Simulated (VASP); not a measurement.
Shape and ions are relaxed at each volume.

Energy against volume of SnSe2 (1T layered). All values below come from PBE GGA with D3 dispersion (zero damping), VASP's PBE PAW potentials (set 64) (plane waves; VASP).

| V (Å³/atom) | E (eV/atom) |
|---|---|
| 25.383 | -4.16485 |
| 26.193 | -4.16915 |
| 27.003 | -4.16965 |
| 27.814 | -4.16713 |
| 28.624 | -4.16227 |

Task: Fit a third-order Birch-Murnaghan equation of state.

Result: 
* **volume per atom**: 26.71 Å³/atom
* **bulk modulus**: 21.3 GPa
* **pressure derivative of the bulk modulus**: 6.85

The compound is SnSe2 in the 1T layered structure. It was relaxed first.
